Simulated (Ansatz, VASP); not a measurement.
# Cross-check of V2CSO (V2COS MXene monolayer) between VASP and Ansatz, part 2 of 2

One calculation is typed for both programs; each brings its own data sets. How far apart do they land? The structure shown is the start of the Ansatz relaxation below; VASP solves that cell, so the two are compared at the walk's first step.

VASP 6.6.1 and Ansatz 0.2.0.

So far: The starting structure; Ansatz: relaxation, PBE with D3(BJ).

### 3. VASP: single point, PBE with D3(BJ), start cell

Level of this step: PBE with D3(BJ), zero-moment start; plane waves and PAW (S, V_sv, C, O) (VASP).

The same cell, functional, mesh and smearing now go to VASP, with its own data sets.

Lines of VASP's logs that name or quote its potential files are left out, and so is its time.

File INCAR:

```
SYSTEM = V2CSO
PREC = Accurate
ENCUT = 520
EDIFF = 1E-06
NELM = 200
ISMEAR = -1
SIGMA = 0.05
LREAL = .FALSE.
ALGO = Normal
GGA = PE
IVDW = 12
NBANDS = 29
ISPIN = 2
MAGMOM = 0 -0 0 -0 -0
LASPH = .TRUE.
LMAXMIX = 4
LORBIT = 11
LWAVE = .FALSE.
LCHARG = .FALSE.
ISIF = 2
LDIPOL = .TRUE.
IDIPOL = 3
DIPOL = 0.5 0.5 0.505
LVHAR = .TRUE.
GGA_COMPAT = .FALSE.
NELMDL = -8
KPAR = 2
```

File POSCAR:

```
V2CSO
1.0
    3.0121520000      0.0000000000      0.0000000000
   -1.5060760000      2.6086000000      0.0000000000
    0.0000000000      0.0000000000     41.2306170000
S V C O
1 2 1 1
Direct
    0.3333333972      0.6666667944      0.4377814671
    0.6666666028      0.3333332056      0.4788412213
    0.3333333972      0.6666667944      0.5364932812
    0.0000000000      0.0000000000      0.5076672513
    0.6666666028      0.3333332056      0.5622185329
```

File KPOINTS:

```
Automatic mesh
0
Gamma
12 12 1
0 0 0
```

The projector-augmented-wave data sets are S, V_sv, C and O (PBE family, release 64).

On the command line:

```sh
$ mpirun -np 2 vasp_std
```

Numbers of over 12 decimals in the logs are rounded to 6 here.

What it wrote:

```text
[banner, memory and clock lines left out]
running    2 mpi-ranks, on    1 nodes
 distrk:  each k-point on    1 cores,    2 groups
 distr:  one band on    1 cores,    1 groups

 POSCAR found type information on POSCAR S V C O
 POSCAR found :  4 types and       5 ions
 LDA part: xc-table for (Slater+PW92), standard interpolation
 POSCAR, INCAR and KPOINTS ok, starting setup
 FFT: planning ... GRIDC
 FFT: planning ... GRID_SOFT
 FFT: planning ... GRID
 WAVECAR not read
 entering main loop
       N       E                     dE             d eps       ncg     rms          rms(c)
DAV:   1     0.391456198203E+03    0.39146E+03   -0.22384E+04  2948   0.114E+03
DAV:   2    -0.106885724808E+02   -0.40214E+03   -0.39281E+03  2712   0.336E+02
DAV:   3    -0.526991053384E+02   -0.42011E+02   -0.41129E+02  2641   0.999E+01
DAV:   4    -0.542594793405E+02   -0.15604E+01   -0.15520E+01  2689   0.194E+01
DAV:   5    -0.542933122232E+02   -0.33833E-01   -0.33747E-01  2762   0.279E+00
DAV:   6    -0.542940743831E+02   -0.76216E-03   -0.76196E-03  2909   0.436E-01
DAV:   7    -0.542941010569E+02   -0.26674E-04   -0.26673E-04  2737   0.735E-02
DAV:   8    -0.542941021800E+02   -0.11231E-05   -0.11233E-05  2712   0.145E-02    0.400E+01
DAV:   9    -0.531700936521E+02    0.11240E+01   -0.17433E+02  2622   0.849E+01    0.387E+01
DAV:  10    -0.576990351521E+02   -0.45289E+01   -0.37328E+02  3404   0.130E+02    0.246E+01
DAV:  11    -0.470178667904E+02    0.10681E+02   -0.12824E+02  3358   0.632E+01    0.204E+01
DAV:  12    -0.438828326080E+02    0.31350E+01   -0.21495E+01  2788   0.260E+01    0.135E+01
DAV:  13    -0.422657283860E+02    0.16171E+01   -0.41804E+00  2625   0.139E+01    0.735E+00
DAV:  14    -0.416173604325E+02    0.64837E+00   -0.21834E+00  3067   0.812E+00    0.348E+00
[...]
DAV:  27    -0.414509448602E+02   -0.27118E-04   -0.30643E-06  2044   0.857E-03    0.954E-03
DAV:  28    -0.414509700121E+02   -0.25152E-04   -0.41654E-06  2063   0.128E-02    0.219E-03
DAV:  29    -0.414509756435E+02   -0.56315E-05   -0.17720E-07  1317   0.295E-03    0.152E-03
DAV:  30    -0.414509862390E+02   -0.10595E-04   -0.20325E-07  1356   0.269E-03    0.780E-04
DAV:  31    -0.414509921425E+02   -0.59035E-05   -0.26142E-07  1543   0.171E-03    0.135E-03
DAV:  32    -0.414509933059E+02   -0.11634E-05   -0.31759E-08  1262   0.992E-04    0.178E-03
DAV:  33    -0.414509951047E+02   -0.17988E-05   -0.12820E-07  1262   0.223E-03    0.312E-04
DAV:  34    -0.414509960880E+02   -0.98329E-06   -0.28203E-08  1242   0.611E-04
   1 F= -.42866787E+02 E0= -.42856660E+02  d E =-.202539E-01  mag=    -0.0000
```

OUTCAR, selected parts (step 3):

```text
ion  position               nearest neighbor table
   1  0.333  0.667  0.438-   2 2.43   2 2.43   2 2.43
   2  0.667  0.333  0.479-   4 2.11   4 2.11   4 2.11   1 2.43   1 2.43   1 2.43
   3  0.333  0.667  0.536-   5 2.04   5 2.04   5 2.04   4 2.11   4 2.11   4 2.11
   4  0.000  0.000  0.508-   3 2.11   3 2.11   2 2.11   2 2.11   3 2.11   2 2.11
   5  0.667  0.333  0.562-   3 2.04   3 2.04   3 2.04

  LATTYP: Found a hexagonal cell.
 ALAT       =     3.0121520000
 C/A-ratio  =    13.6880930976

 Subroutine GETGRP returns: Found  6 space group operations
 (whereof  6 operations were pure point group operations)

The static configuration has the point symmetry C_3v.

 Found     19 irreducible k-points:

   k-points           NKPTS =     19   k-points in BZ     NKDIM =     19   number of bands    NBANDS=     29

   dimension x,y,z NGX =    24 NGY =   24 NGZ =  320
   dimension x,y,z NGXF=    48 NGYF=   48 NGZF=  640

   ENCUT  =  520.0 eV  38.22 Ry    6.18 a.u.   5.60  5.60 76.66*2*pi/ulx,y,z

   NELECT =      42.0000    total number of electrons

 k-points in reciprocal lattice and weights: Automatic mesh
   0.00000000  0.00000000  0.00000000       0.007
   0.08333333  0.00000000  0.00000000       0.042
   0.16666667  0.00000000  0.00000000       0.042
   0.25000000  0.00000000  0.00000000       0.042
   0.33333333  0.00000000  0.00000000       0.042
   0.41666667  0.00000000  0.00000000       0.042
   0.50000000  0.00000000  0.00000000       0.021
   0.08333333  0.08333333  0.00000000       0.042
   0.16666667  0.08333333  0.00000000       0.083
[...]
0.33333333  0.25000000  0.00000000       0.083
   0.33333333  0.33333333  0.00000000       0.014

 dipolmoment           0.000000      0.000000      0.070635 electrons x Angstroem

 average (electrostatic) potential at core
       1 -95.4427       2 -84.8500       3 -85.4760       4 -58.4695       5 -79.1385

 E-fermi :  -3.6001

 spin component 1
 k-point     1 :       0.0000    0.0000    0.0000
  band No.  band energies     occupation
    ...
     17      -6.0074      1.00000
     18      -5.6634      1.00000
     19      -4.2059      0.99999
     20      -4.2059      0.99999
     21      -3.6309      0.64930
     22      -3.2714      0.00140
     23      -3.2714      0.00140
     24      -3.0933      0.00004
     25      -3.0933      0.00004
     26      -1.7595      0.00000
    ...

 k-point     2 :       0.0833    0.0000    0.0000
  band No.  band energies     occupation
    ...
     17      -6.0449      1.00000
     18      -5.4745      1.00000
     19      -4.5708      1.00000
     20      -4.3783      1.00000
     21      -3.9086      0.99792
     22      -3.3050      0.00273
     23      -3.1437      0.00011
     24      -2.9391      0.00000
     25      -2.8601      0.00000
     26      -1.6701      0.00000
    ...

 k-point     3 :       0.1667    0.0000    0.0000
  band No.  band energies     occupation
    ...
     17      -6.1793      1.00000
     18      -5.7544      1.00000
     19      -5.2653      1.00000
     20      -4.5862      1.00000
     21      -4.2554      1.00000
     22      -3.3768      0.01137
     23      -3.0972      0.00004
     24      -2.7508      0.00000
     25      -2.4460      0.00000
     26      -1.9902      0.00000
    ...

 k-point     4 :       0.2500    0.0000    0.0000
  band No.  band energies     occupation
    ...
     17      -6.6096      1.00000
     18      -6.3644      1.00000
     19      -5.6626      1.00000
     20      -4.6849      1.00000
     21      -4.5567      1.00000
     22      -3.3218      0.00381
     23      -3.0933      0.00004
     24      -2.5537      0.00000
     25      -2.1861      0.00000
     26      -2.1253      0.00000
    ...

 k-point     5 :       0.3333    0.0000    0.0000
  band No.  band energies     occupation
    ...
     17      -6.8736      1.00000
     18      -6.4738      1.00000
     19      -5.9809      1.00000
     20      -4.7454      1.00000
     21      -4.7251      1.00000
     22      -3.1069      0.00005
     23      -3.0633      0.00002
     24      -2.3253      0.00000
     25      -2.2153      0.00000
     26      -2.1681      0.00000
    ...

 k-point     6 :       0.4167    0.0000    0.0000
  band No.  band energies     occupation
    ...
     17      -7.1799      1.00000
     18      -6.4929      1.00000
     19      -6.0929      1.00000
     20      -4.8270      1.00000
     21      -4.7147      1.00000
     22      -3.0822      0.00003
     23      -2.8943      0.00000
     24      -2.3280      0.00000
     25      -2.3142      0.00000
     26      -1.9310      0.00000
    ...

 Edisp (eV)   -1.41579

  Total      -5.66183    -5.66182    -7.30549     0.00000     0.00000     0.00000
  in kB     -28.00031   -28.00031   -36.12900     0.00000     0.00000     0.00000
  external pressure =      -30.71 kB  Pullay stress =        0.00 kB

  energy-cutoff  :      520.00
  volume of cell :      323.97
      direct lattice vectors                 reciprocal lattice vectors
     3.012152000  0.000000000  0.000000000     0.331988558  0.191673695  0.000000000
    -1.506076000  2.608600000  0.000000000     0.000000000  0.383347389  0.000000000
     0.000000000  0.000000000 41.230617000     0.000000000  0.000000000  0.024253821

 POSITION                                       TOTAL-FORCE (eV/Angst)
 -----------------------------------------------------------------------------------
      0.00000      1.73907     18.05000        -0.000000     -0.000000      1.417647
      1.50608      0.86953     19.74292         0.000000     -0.000000      0.368854
      0.00000      1.73907     22.11995        -0.000000      0.000000      0.315673
      0.00000      0.00000     20.93143        -0.000000     -0.000000     -0.718522
      1.50608      0.86953     23.18062         0.000000      0.000000     -1.383652
 -----------------------------------------------------------------------------------
    total drift:                               -0.000000      0.000244      0.000362

  FREE ENERGIE OF THE ION-ELECTRON SYSTEM (eV)
  ---------------------------------------------------
  free  energy   TOTEN  =       -42.8667868839 eV

  energy  without entropy=      -42.8465329992  energy(sigma->0) =      -42.85665994

 vacuum level on the upper side and lower side of the slab         3.324         1.698

 total charge
# of ion       s       p       d       tot
------------------------------------------
    1        1.377   2.275   0.000   3.652
    2        2.246   6.261   3.063  11.570
    3        2.246   6.276   2.929  11.451
    4        0.892   1.509   0.000   2.400
    5        1.580   3.345   0.000   4.925
--------------------------------------------------
tot          8.341  19.667   5.991  33.999

 magnetization (x)
# of ion       s       p       d       tot
------------------------------------------
    1        0.000  -0.000   0.000  -0.000
    2        0.000   0.000   0.000   0.000
    3       -0.000  -0.000  -0.000  -0.000
    4        0.000   0.000   0.000   0.000
    5        0.000   0.000   0.000   0.000
--------------------------------------------------
tot          0.000   0.000  -0.000  -0.000

[... 3 further parts left out ...]
```

This run allows spin, but its moments start at zero, where symmetry between the spins tends to hold them, although V can carry a moment.

### 4. Comparison

Known differences besides the potentials themselves: Ansatz cuts the interaction across the vacuum, VASP repeats the sheet with a dipole correction; the cutoff is 420 eV in Ansatz and 520 eV in VASP. Total energies have different zeros and are not compared.

Forces (eV/Å; atoms numbered as in POSCAR):

| atom | Ansatz x, y, z | VASP x, y, z |
| --- | --- | --- |
| S1 | 0.000, 0.000, 1.413 | 0.000, 0.000, 1.418 |
| V2 | 0.000, 0.000, 0.404 | 0.000, 0.000, 0.369 |
| V3 | 0.000, 0.000, 0.327 | 0.000, 0.000, 0.316 |
| C4 | 0.000, 0.000, -0.714 | 0.000, 0.000, -0.719 |
| O5 | 0.000, 0.000, -1.430 | 0.000, 0.000, -1.384 |

The forces differ by 15 meV/Å r.m.s., which is 2.8 % of the r.m.s. force of 0.558 eV/Å (both taken over all components). Moments aren't recorded for both runs of this pair, so they may hold unlike magnetic states. With vacuum in the cell, a pressure given here is an average over mostly empty space and none of the material.

### 5. Outcome

- r.m.s. force difference (single point, PBE with D3(BJ), start cell): 2.8 % of the r.m.s. force

The r.m.s. force difference is 2.8 % of the r.m.s. force (single point, PBE with D3(BJ), start cell), within the 3 % picked in this series as the mark of a large difference. 1 further run of this series is not shown here. How closely two codes agree says nothing of how well the functional describes the real material.

[Lines on the potential files, build, host, timing and source positions are cut from VASP's logs without a mark.]

[Logs are printed without paths, hosts, clocks, repeated set-up lines and the standing remarks that a program may print on its own settings, such as how far it seeks lower states.]

[Hosts, paths, dates, database ids (printed as entryN), source tags and the programs' standing remarks are cut or masked in the printed files.]
